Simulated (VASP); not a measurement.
All values below come from PW91 GGA, VASP's PBE PAW potentials (set 64) (plane waves; VASP 6.6.1).

VASP ran on this input.

### INCAR
```
! general
SYSTEM = LiF
PREC   = Accurate
ENCUT  = 400   ! plane-wave cut-off (eV)
LREAL  = F   ! projection in real space or not
LASPH  = T   ! aspherical one-centre terms

! electronic loop
EDIFF  = 1E-6   ! SCF stop (eV)
NELM   = 100
ALGO   = Normal   ! blocked Davidson

! smearing
ISMEAR = 0   ! Gaussian
SIGMA  = 0.01

! functional
GGA    = 91

! ions
ISIF   = 2   ! forces and stress, cell fixed

! output
LWAVE  = F
LCHARG = F
```

POSCAR:
```
LiF
1.0
  0.0000000000   1.9961850000   1.9961850000
  1.9961850000   0.0000000000   1.9961850000
  1.9961850000   1.9961850000   0.0000000000
Li F
1 1
Cartesian
  0.0000000000   0.0000000000   0.0000000000
  1.9961850000   1.9961850000   1.9961850000
```

KPOINTS:
```
kpoints
0
Gamma
 14 14 14
```

POTCAR, in this order: Li_sv F (PBE.64 set). Program: vasp_std.

Output of the run:

File OSZICAR:
```
       N       E                     dE             d eps       ncg     rms          rms(c)
DAV:   1     0.190953584427E+02    0.19095E+02   -0.48913E+03  2064   0.922E+02
DAV:   2    -0.971335483552E+01   -0.28809E+02   -0.28347E+02  2062   0.175E+02
DAV:   3    -0.102927993717E+02   -0.57944E+00   -0.57873E+00  2513   0.226E+01
DAV:   4    -0.102963135049E+02   -0.35141E-02   -0.35133E-02  2361   0.177E+00
DAV:   5    -0.102963516278E+02   -0.38123E-04   -0.38123E-04  2497   0.121E-01    0.447E+00
DAV:   6    -0.976835642901E+01    0.52800E+00   -0.25795E+00  1916   0.123E+01    0.146E+00
DAV:   7    -0.977020987659E+01   -0.18534E-02   -0.22253E-02  2407   0.160E+00    0.899E-01
DAV:   8    -0.977545947560E+01   -0.52496E-02   -0.14923E-02  2459   0.163E+00    0.955E-02
DAV:   9    -0.977553994961E+01   -0.80474E-04   -0.93307E-04  2092   0.320E-01    0.389E-02
DAV:  10    -0.977560965725E+01   -0.69708E-04   -0.12151E-04  2121   0.106E-01    0.896E-03
DAV:  11    -0.977560820940E+01    0.14478E-05   -0.39096E-06  2387   0.232E-02    0.122E-03
DAV:  12    -0.977560812413E+01    0.85278E-07   -0.25420E-07  1964   0.566E-03
   1 F= -.97756081E+01 E0= -.97756081E+01  d E =-.328998E-17
```

**OUTCAR**
```
------------------------ aborting loop because EDIFF is reached ----------------------------------------
  FORCE on cell =-STRESS in cart. coord.  units (eV):
  Direction    XX          YY          ZZ          XY          YZ          ZX
  --------------------------------------------------------------------------------------
  Total       -0.9517875     -0.9517875     -0.9517875      0.0000000      0.0000000     -0.0000000
  in kB      -95.8557604    -95.8557604    -95.8557604      0.0000000      0.0000000     -0.0000000
  external PRESSURE =     -95.8557604 kB  Pullay stress =       0.0000000 kB
  volume of cell :       15.91
      direct lattice vectors                 reciprocal lattice vectors
     0.000000000  1.996185000  1.996185000    -0.250477786  0.250477786  0.250477786
     1.996185000  0.000000000  1.996185000     0.250477786 -0.250477786  0.250477786
     1.996185000  1.996185000  0.000000000     0.250477786  0.250477786 -0.250477786
  FREE ENERGIE OF THE ION-ELECTRON SYSTEM (eV)
  ---------------------------------------------------
  free  energy   TOTEN  =        -9.7756081241 eV

  energy  without entropy=       -9.7756081241  energy(sigma->0) =       -9.77560812
```
(Selected blocks of OUTCAR.)

At this cut-off the stress carries a Pulay error, which pulls relaxed volumes low.

The structure comes from a computed database's LiF entry; how it stands against other phases isn't given here. The cell was not relaxed at this level. The run is one of a series of settings (GGA = 91, POTCAR Li_sv F (PBE.64 set) against the base run), some of them coarse on purpose.
